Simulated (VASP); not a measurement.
VASP ran on this input.

INCAR:
```
! general
SYSTEM  = AlAs
PREC    = Accurate
ENCUT   = 500   ! plane-wave cut-off (eV)
LREAL   = F
LASPH   = T

! electronic loop
EDIFF   = 1E-6   ! SCF stop (eV)
NELM    = 100
ALGO    = Normal   ! blocked Davidson
LMAXMIX = 4   ! l cut-off of mixed one-centre charges

! smearing
ISMEAR  = 0   ! Gaussian
SIGMA   = 0.05

! functional
GGA     = PS

! ions
IBRION  = 2   ! conjugate gradients
NSW     = 40
ISIF    = 3   ! ions, shape and volume
EDIFFG  = -0.02   ! ionic stop
PSTRESS = 300

! output
LWAVE   = F
LCHARG  = F
```

**POSCAR**
```
AlAs
1
    3.7650688088     0.0000000000     0.0000000000
   -1.8825344043     3.2606455935     0.0000000000
    0.0000000000     0.0000000000     6.1962164136
Al As
2 2
Direct
  0.3333330000   0.6666670000   0.0005409113
  0.6666670000   0.3333330000   0.5005409113
  0.3333330000   0.6666670000   0.3744590887
  0.6666670000   0.3333330000   0.8744590887
```

KPOINTS:
```
kpoints
0
Gamma
 7 7 4
```

POTCAR, in this order: Al As (PBE.64 set). Program: vasp_std.

Question: Write an equivalent input for Quantum ESPRESSO's pw.x.

Answer: One equivalent input (not run):
```
&CONTROL
  calculation = 'vc-relax'
  pseudo_dir = './pseudo'
  outdir = './out'
  tprnfor = .true.
  tstress = .true.
  nstep = 40
  forc_conv_thr = 0.00078
/
&SYSTEM
  ibrav = 0
  nat = 4
  ntyp = 2
  ecutwfc = 84
  occupations = 'smearing'
  smearing = 'gaussian'
  degauss = 0.003675
  input_dft = 'pbesol'
/
&ELECTRONS
  conv_thr = 7.3e-08
  electron_maxstep = 100
/
&IONS
/
&CELL
  press = 300
/
ATOMIC_SPECIES
  Al 26.982 Al.upf
  As 74.922 As.upf
CELL_PARAMETERS angstrom
     3.7650688    0.0000000    0.0000000
    -1.8825344    3.2606456    0.0000000
     0.0000000    0.0000000    6.1962164
ATOMIC_POSITIONS crystal
  Al   0.3333330  0.6666670  0.0005409
  Al   0.6666670  0.3333330  0.5005409
  As   0.3333330  0.6666670  0.3744591
  As   0.6666670  0.3333330  0.8744591
K_POINTS automatic
  7 7 4 0 0 0
```
What does not carry over: the potentials are each code's own (VASP's PAW set, PseudoDojo norm-conserving files in pw.x), so ENCUT and ecutwfc are chosen apart and not converted; conv_thr bounds pw.x's estimated SCF error, while EDIFF bounds the energy change between steps; forc_conv_thr acts on force components and is met together with etot_conv_thr.

The structure was generated: AlAs was put into the wurtzite type (P6_3mc), which need not be its known phase. This run relaxes it under an external pressure of 30 GPa. Symmetry was kept, so distortions that lower it aren't found.
